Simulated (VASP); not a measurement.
# ZnS(110): relaxation, ionisation energy and affinity

Where do the bulk band edges lie against the vacuum outside ZnS(110)?

Calculated with VASP 6.6.1; r2SCAN; plane waves and PAW (Zn, S).

**What experiment says.**

“On the Surface Hardening of Zinc Sulfide Windows by Gallium Sulfide” (2024, pmc:11595366) reports for ZnS, sphalerite (zinc blende), by powder X-ray diffraction (untreated commercial multispectral-grade CVD/HIP polycrystalline window): lattice constant a (cubic a, untreated; bracketed figure appears to be the next digit …) 5.411 Å [commercial polycrystalline ceramic window; bracketed digit ambiguous (next digit or …].

For ZnS, zincblende (literature value, sample not described, 19 K), “Electronic, vibrational, and thermodynamic properties of ZnS (zincblende and rocksalt structure)” (2009, arxiv:0911.5022) quotes earlier work: band gap (direct gap E0 at Gamma) 3.85 eV [literature value at 19 K; includes electron-phonon renormalization, which the paper puts …].

**1. Set-up**

The structure is cubic, space group F-43m (No. 216). Conventional cell: a = 5.410 Å, b = 5.410 Å, c = 5.410 Å, α = 90.00°, β = 90.00°, γ = 90.00°. Zn has 4 S at 2.34 Å nearest. Nearest to S lie 4 Zn at 2.34 Å. Farther neighbours and most contacts between anions are not listed.

As a file:

```cif
data_structure
_symmetry_space_group_name_H-M 'P 1'
_symmetry_Int_Tables_number 1
_cell_length_a 3.8254
_cell_length_b 3.8254
_cell_length_c 3.8254
_cell_angle_alpha 60.000
_cell_angle_beta 60.000
_cell_angle_gamma 60.000
_cell_volume 39.59
loop_
_atom_site_label
_atom_site_type_symbol
_atom_site_fract_x
_atom_site_fract_y
_atom_site_fract_z
_atom_site_occupancy
Zn1 Zn 0.00000 0.00000 0.00000 1
S2 S 0.25000 0.25000 0.25000 1
```

**2. Relaxing the bulk crystal**

First cell and atoms are relaxed at a raised cutoff, so that later runs start from this functional's own cell.

Contents of INCAR:

```
SYSTEM = ZnS
PREC = Accurate
ENCUT = 360
EDIFF = 1E-06
NELM = 120
ISMEAR = 0
SIGMA = 0.03
LREAL = .FALSE.
ALGO = Normal
METAGGA = R2SCAN
LASPH = .TRUE.
NBANDS = 15
LORBIT = 11
LWAVE = .FALSE.
LCHARG = .FALSE.
KPAR = 4
IBRION = 2
NSW = 40
ISIF = 3
EDIFFG = -0.02
POTIM = 0.4
```

Contents of POSCAR:

```
ZnS
1.0
    0.0000000000      2.7050000000      2.7050000000
    2.7050000000      0.0000000000      2.7050000000
    2.7050000000      2.7050000000      0.0000000000
Zn S
1 1
Direct
    0.0000000000      0.0000000000      0.0000000000
    0.2500000000      0.2500000000      0.2500000000
```

Contents of KPOINTS:

```
Automatic mesh
0
Gamma
6 6 6
0 0 0
```

The projector-augmented-wave data sets are Zn and S (PBE family, release 64).

Command:

```sh
> mpirun -np 4 vasp_std
```

Output:

```text
[banner, memory and clock lines left out]
running    4 mpi-ranks, on    1 nodes
 distrk:  each k-point on    1 cores,    4 groups
 distr:  one band on    1 cores,    1 groups

 POSCAR found type information on POSCAR ZnS
 POSCAR found :  2 types and       2 ions
|                                                                             |
|               ----> ADVICE to this user running VASP <----                  |
|                                                                             |
|     You enforced a specific xc type in the INCAR file but a different       |
|     [... a line on the potential file left out ...]
|     I HOPE YOU KNOW WHAT YOU ARE DOING!                                     |
|                                                                             |

 LDA part: xc-table for (None), standard interpolation
 POSCAR, INCAR and KPOINTS ok, starting setup
 FFT: planning ... GRIDC
 FFT: planning ... GRID_SOFT
 FFT: planning ... GRID
 WAVECAR not read
 entering main loop
       N       E                     dE             d eps       ncg     rms          rms(c)
DAV:   1     0.625246009587E+02    0.62525E+02   -0.75498E+03   480   0.113E+03
DAV:   2    -0.174697890977E+02   -0.79994E+02   -0.76103E+02   564   0.229E+02
DAV:   3    -0.218885542973E+02   -0.44188E+01   -0.44071E+01   599   0.591E+01
DAV:   4    -0.219303709973E+02   -0.41817E-01   -0.41810E-01   613   0.601E+00
DAV:   5    -0.219308700278E+02   -0.49903E-03   -0.49902E-03   578   0.599E-01    0.704E+00
DAV:   6    -0.188663509403E+02    0.30645E+01   -0.15153E+00   529   0.389E+01    0.633E+00
DAV:   7    -0.188354806941E+02    0.30870E-01   -0.42181E-01   585   0.108E+01    0.365E+00
DAV:   8    -0.188509066792E+02   -0.15426E-01   -0.30952E-02   522   0.168E+00    0.117E+00
DAV:   9    -0.188524970740E+02   -0.15904E-02   -0.30187E-03   607   0.125E+00    0.951E-02
DAV:  10    -0.188526083535E+02   -0.11128E-03   -0.80561E-04   550   0.304E-01    0.714E-02
DAV:  11    -0.188526438700E+02   -0.35516E-04   -0.19161E-04   634   0.358E-01    0.264E-02
DAV:  12    -0.188526465644E+02   -0.26944E-05   -0.55675E-05   592   0.189E-01    0.945E-03
DAV:  13    -0.188526497297E+02   -0.31653E-05   -0.64671E-06   620   0.583E-02    0.409E-03
DAV:  14    -0.188526520998E+02   -0.23701E-05   -0.16453E-06   357   0.107E-02    0.129E-03
DAV:  15    -0.188526524626E+02   -0.36282E-06   -0.44058E-08   240   0.221E-03
   1 F= -.18852652E+02 E0= -.18852652E+02  d E =-.188527E+02
 curvature:   0.00 expect dE= 0.000E+00 dE for cont linesearch  0.000E+00
 trial: gam= 0.00000 g(F)=  0.975E-44 g(S)=  0.512E-02 ort = 0.000E+00 (trialstep = 0.100E+01)
 search vector abs. value=  0.512E-02
 bond charge predicted
       N       E                     dE             d eps       ncg     rms          rms(c)
DAV:   1    -0.189094343015E+02   -0.56782E-01   -0.60759E-01   571   0.171E+01    0.171E+00
DAV:   2    -0.188620463326E+02    0.47388E-01   -0.13713E-01   592   0.123E+01    0.682E-01
DAV:   3    -0.188569768054E+02    0.50695E-02   -0.44946E-03   543   0.641E-01    0.309E-01
DAV:   4    -0.188554509815E+02    0.15258E-02   -0.88121E-04   648   0.460E-01    0.160E-01
DAV:   5    -0.188552987430E+02    0.15224E-03   -0.24649E-04   681   0.191E-01    0.440E-02
DAV:   6    -0.188552650048E+02    0.33738E-04   -0.38983E-05   612   0.767E-02    0.136E-02
DAV:   7    -0.188552661393E+02   -0.11345E-05   -0.63590E-06   522   0.212E-02    0.435E-03
DAV:   8    -0.188552673598E+02   -0.12205E-05   -0.17330E-07   240   0.719E-03    0.647E-04
DAV:   9    -0.188552672547E+02    0.10506E-06   -0.90506E-08   240   0.500E-03
   2 F= -.18855267E+02 E0= -.18855267E+02  d E =-.261479E-02
 trial-energy change:   -0.002615  1 .order   -0.002254   -0.005118    0.000610
 step:   0.9210(harm=  0.8935)  dis= 0.00000  next Energy=   -18.855291 (dE=-0.264E-02)
 reached required accuracy - stopping structural energy minimisation
```

Wall time 16 s (4 MPI ranks of Intel Xeon Platinum 8259CL at 2.50GHz (Skylake/Cascade Lake), shared host); peak memory 0.52 GiB; 63 s of CPU time.

The logs omit lines about the potential files and the build; timing stands in the text.

From OUTCAR (step 2):

```text
ion  position               nearest neighbor table
   1  0.000  0.000  0.000-   2 2.34   2 2.34   2 2.34   2 2.34
   2  0.250  0.250  0.250-   1 2.34   1 2.34   1 2.34   1 2.34

  LATTYP: Found a face centered cubic cell.
 ALAT       =     5.4100000000

 Subroutine GETGRP returns: Found 24 space group operations
 (whereof 24 operations were pure point group operations)

The static configuration has the point symmetry T_d .

 Found     16 irreducible k-points:

   k-points           NKPTS =     16   k-points in BZ     NKDIM =     16   number of bands    NBANDS=     15

   dimension x,y,z NGX =    24 NGY =   24 NGZ =   24
   dimension x,y,z NGXF=    48 NGYF=   48 NGZF=   48

   ENCUT  =  360.0 eV  26.46 Ry    5.14 a.u.   5.92  5.92  5.92*2*pi/ulx,y,z

   NELECT =      18.0000    total number of electrons

 k-points in reciprocal lattice and weights: Automatic mesh
   0.00000000  0.00000000  0.00000000       0.005
   0.16666667  0.00000000  0.00000000       0.037
   0.33333333  0.00000000  0.00000000       0.037
   0.50000000  0.00000000  0.00000000       0.019
   0.16666667  0.16666667  0.00000000       0.028
   0.33333333  0.16666667  0.00000000       0.111
   0.50000000  0.16666667  0.00000000       0.111
  -0.33333333  0.16666667  0.00000000       0.111
  -0.16666667  0.16666667  0.00000000       0.056
[...]
-0.33333333  0.33333333  0.16666667       0.111
  -0.33333333  0.50000000  0.16666667       0.056

 average (electrostatic) potential at core
       1 -41.6647       2 -91.4968

 E-fermi :   2.1661

 k-point     1 :       0.0000    0.0000    0.0000
  band No.  band energies     occupation
    ...
      5      -4.0131      2.00000
      6      -4.0131      2.00000
      7       1.9672      2.00000
      8       1.9672      2.00000
      9       1.9672      2.00000
     10       4.7031      0.00000
     11       8.8543      0.00000
     12       8.8545      0.00000
     13       8.8545      0.00000
     14      14.2888      0.00000
    ...

 k-point     2 :       0.1667    0.0000    0.0000
  band No.  band energies     occupation
    ...
      5      -4.0149      2.00000
      6      -4.0149      2.00000
      7       0.2837      2.00000
      8       1.7100      2.00000
      9       1.7100      2.00000
     10       5.7814      0.00000
     11       8.8524      0.00000
     12       9.2759      0.00000
     13       9.2760      0.00000
     14      13.4699      0.00000
    ...

 k-point     3 :       0.3333    0.0000    0.0000
  band No.  band energies     occupation
    ...
      5      -4.0013      2.00000
      6      -4.0013      2.00000
      7      -2.0271      2.00000
      8       1.2606      2.00000
      9       1.2606      2.00000
     10       5.9533      0.00000
     11       9.4961      0.00000
     12       9.4962      0.00000
     13      10.4140      0.00000
     14      14.1515      0.00000
    ...

  Total        0.0354280      0.0354280      0.0354280      0.0000000      0.0000000      0.0000000
  in kB        1.4588891      1.4588891      1.4588891      0.0000000      0.0000000      0.0000000
  external PRESSURE =       1.4588891 kB  Pullay stress =       0.0000000 kB

  energy-cutoff  :      360.00
  volume of cell :       38.91
      direct lattice vectors                 reciprocal lattice vectors
     0.000000000  2.689480329  2.689480329    -0.185909521  0.185909521  0.185909521
     2.689480329  0.000000000  2.689480329     0.185909521 -0.185909521  0.185909521
     2.689480329  2.689480329 -0.000000000     0.185909521  0.185909521 -0.185909521

 POSITION                                       TOTAL-FORCE (eV/Angst)
 -----------------------------------------------------------------------------------
      2.68948      2.68948     -0.00000        -0.000000     -0.000000     -0.000000
      1.34474      1.34474      1.34474         0.000000      0.000000      0.000000
 -----------------------------------------------------------------------------------
    total drift:                                0.000007      0.000007      0.000007

  FREE ENERGIE OF THE ION-ELECTRON SYSTEM (eV)
  ---------------------------------------------------
  free  energy   TOTEN  =       -18.8552672547 eV

  energy  without entropy=      -18.8552672547  energy(sigma->0) =      -18.85526725

 reached required accuracy - stopping structural energy minimisation

 total charge
# of ion       s       p       d       tot
------------------------------------------
    1        0.504   0.487   9.815  10.806
    2        1.302   2.471   0.000   3.772
--------------------------------------------------
tot          1.806   2.957   9.815  14.579

[... 3 further parts left out ...]
```

The PAW data sets were made with PBE, which is usual practice but a small mismatch for other functionals. The run keeps the 24 symmetry operations of its start, so it cannot find a distortion of lower symmetry.

Relaxation path:

```
step  energy less that of the first step (eV)  largest force (eV/Å)  pressure (GPa)  volume (Å³)
   1                                   0.0000                0.0000           -1.20        39.59
   2                                  -0.0026                0.0000            0.15        38.91
```

```
conventional cell, symmetrised  before  after  change
                         a (Å)   5.410  5.379  -0.6 %
                         b (Å)   5.410  5.379  -0.6 %
                         c (Å)   5.410  5.379  -0.6 %
              volume (Å³/atom)   19.79  19.45  -1.7 %
```

The relaxed structure:

```xyz
2
Lattice="0.0000 2.6895 2.6895 2.6895 0.0000 2.6895 2.6895 2.6895 0.0000" Properties=species:S:1:pos:R:3 pbc="T T T"
Zn    0.0000    0.0000    0.0000
S     1.3447    1.3447    1.3447
```

This step gave:

```yaml
electronic_cycles: 24
electrons: 18
free_energy_toten: -18.86 eV
fermi_energy: 2.166 eV
```

The run ended after 2 ionic steps, 0.003 eV below its first step, once forces and stress met EDIFFG = -0.02.

**3. Band edges of the bulk**

A static bulk run at the slab's cutoff gives the band edges and the core potentials that tie them to the slab.

Contents of INCAR:

```
SYSTEM = ZnS
PREC = Normal
ENCUT = 320
EDIFF = 1E-06
NELM = 120
ISMEAR = 0
SIGMA = 0.03
LREAL = .FALSE.
ALGO = Normal
METAGGA = R2SCAN
LASPH = .TRUE.
NBANDS = 15
LORBIT = 11
LWAVE = .FALSE.
LCHARG = .FALSE.
KPAR = 4
```

Contents of POSCAR:

```
ZnS
1.0
    0.0000000000      2.6894803292      2.6894803292
    2.6894803292      0.0000000000      2.6894803292
    2.6894803292      2.6894803292      0.0000000000
Zn S
1 1
Direct
    0.0000000000      0.0000000000      0.0000000000
    0.2500000000      0.2500000000      0.2500000000
```

Contents of KPOINTS:

```
Automatic mesh
0
Gamma
14 14 14
0 0 0
```

Command:

```sh
> mpirun -np 4 vasp_std
```

Output:

```text
[banner, memory and clock lines left out]
running    4 mpi-ranks, on    1 nodes
 distrk:  each k-point on    1 cores,    4 groups
 distr:  one band on    1 cores,    1 groups

 POSCAR found type information on POSCAR ZnS
 POSCAR found :  2 types and       2 ions
 [... a notice as in an earlier step ...]

 LDA part: xc-table for (None), standard interpolation
 POSCAR, INCAR and KPOINTS ok, starting setup
 FFT: planning ... GRIDC
 FFT: planning ... GRID_SOFT
 FFT: planning ... GRID
 WAVECAR not read
 entering main loop
       N       E                     dE             d eps       ncg     rms          rms(c)
DAV:   1     0.570599588724E+02    0.57060E+02   -0.69722E+03  3160   0.105E+03
DAV:   2    -0.177534263078E+02   -0.74813E+02   -0.71057E+02  3547   0.219E+02
DAV:   3    -0.218884209183E+02   -0.41350E+01   -0.41229E+01  3932   0.557E+01
DAV:   4    -0.219238097066E+02   -0.35389E-01   -0.35383E-01  3778   0.535E+00
DAV:   5    -0.219241949356E+02   -0.38523E-03   -0.38522E-03  3932   0.527E-01    0.731E+00
DAV:   6    -0.188692260720E+02    0.30550E+01   -0.14849E+00  3409   0.382E+01    0.649E+00
DAV:   7    -0.188381896573E+02    0.31036E-01   -0.41610E-01  3855   0.106E+01    0.373E+00
DAV:   8    -0.188528305789E+02   -0.14641E-01   -0.30112E-02  3547   0.162E+00    0.118E+00
DAV:   9    -0.188540991976E+02   -0.12686E-02   -0.30958E-03  3954   0.129E+00    0.978E-02
DAV:  10    -0.188541978377E+02   -0.98640E-04   -0.79996E-04  3694   0.304E-01    0.678E-02
DAV:  11    -0.188542206878E+02   -0.22850E-04   -0.21363E-04  4121   0.393E-01    0.381E-02
DAV:  12    -0.188542258984E+02   -0.52106E-05   -0.76115E-05  3911   0.232E-01    0.891E-03
DAV:  13    -0.188542281142E+02   -0.22158E-05   -0.64286E-06  4046   0.513E-02    0.465E-03
DAV:  14    -0.188542307503E+02   -0.26362E-05   -0.13740E-06  2308   0.121E-02    0.157E-03
DAV:  15    -0.188542311976E+02   -0.44731E-06   -0.69677E-08  1658   0.464E-03
   1 F= -.18854231E+02 E0= -.18854231E+02  d E =-.355977E-18
```

It took 21 s on 4 MPI ranks; peak memory 0.54 GiB; 80 s of CPU time.

OUTCAR, selected parts (step 3):

```text
  LATTYP: Found a face centered cubic cell.
 ALAT       =     5.3789606584

The static configuration has the point symmetry T_d .

 Found    104 irreducible k-points:

   k-points           NKPTS =    104   k-points in BZ     NKDIM =    104   number of bands    NBANDS=     15

   dimension x,y,z NGX =    18 NGY =   18 NGZ =   18
   dimension x,y,z NGXF=    36 NGYF=   36 NGZF=   36

   ENCUT  =  320.0 eV  23.52 Ry    4.85 a.u.   5.55  5.55  5.55*2*pi/ulx,y,z

   NELECT =      18.0000    total number of electrons

 E-fermi :   2.1366

 k-point     1 :       0.0000    0.0000    0.0000
  band No.  band energies     occupation
    ...
      5      -3.9929      2.00000
      6      -3.9929      2.00000
      7       1.9680      2.00000
      8       1.9680      2.00000
      9       1.9680      2.00000
     10       4.7026      0.00000
     11       8.8553      0.00000
     12       8.8553      0.00000
     13       8.8554      0.00000
     14      14.2968      0.00000
    ...

 k-point     2 :       0.0714    0.0000    0.0000
  band No.  band energies     occupation
    ...
      5      -3.9936      2.00000
      6      -3.9936      2.00000
      7       1.5367      2.00000
      8       1.9147      2.00000
      9       1.9147      2.00000
     10       5.0440      0.00000
     11       8.7943      0.00000
     12       8.9513      0.00000
     13       8.9514      0.00000
     14      14.0234      0.00000
    ...

  Total        0.0775940      0.0775940      0.0775940      0.0000000     -0.0000000      0.0000000
  in kB        3.1952426      3.1952426      3.1952426      0.0000000     -0.0000000      0.0000000
  external PRESSURE =       3.1952426 kB  Pullay stress =       0.0000000 kB

  energy-cutoff  :      320.00
  volume of cell :       38.91
      direct lattice vectors                 reciprocal lattice vectors
     0.000000000  2.689480329  2.689480329    -0.185909521  0.185909521  0.185909521
     2.689480329  0.000000000  2.689480329     0.185909521 -0.185909521  0.185909521
     2.689480329  2.689480329  0.000000000     0.185909521  0.185909521 -0.185909521

 POSITION                                       TOTAL-FORCE (eV/Angst)
 -----------------------------------------------------------------------------------
      0.00000      0.00000      0.00000         0.000000      0.000000      0.000000
      1.34474      1.34474      1.34474        -0.000000     -0.000000     -0.000000
 -----------------------------------------------------------------------------------
    total drift:                               -0.000225     -0.000225     -0.000229

  FREE ENERGIE OF THE ION-ELECTRON SYSTEM (eV)
  ---------------------------------------------------
  free  energy   TOTEN  =       -18.8542311976 eV

  energy  without entropy=      -18.8542311976  energy(sigma->0) =      -18.85423120

 total charge
# of ion       s       p       d       tot
------------------------------------------
    1        0.505   0.487   9.810  10.802
    2        1.303   2.471   0.000   3.774
--------------------------------------------------
tot          1.807   2.958   9.810  14.576

[... 1 part as in an earlier step ...]

[... 7 further parts left out ...]
```

The gap is read on the k-mesh alone, so it is an upper bound where the band edges lie off the mesh.

Numbers from this step:

* electronic cycles: 15
* free energy (TOTEN): -18.85 eV
* Fermi energy: 2.137 eV
* metallic: no
* gap on the k-mesh: 2.735 eV
* least direct gap on the k-mesh: 2.735 eV

[end of part 1 of 3]

[Lines on the potential files, build, host, timing and source positions are cut from VASP's logs without a mark.]

[Logs are printed without paths, hosts, clocks, repeated set-up lines and the standing remarks that a program may print on its own settings, such as how far it seeks lower states.]

[Hosts, paths, dates, database ids (printed as entryN), source tags and the programs' standing remarks are cut or masked in the printed files.]

[Runs that stopped without an error message from VASP are left out.]
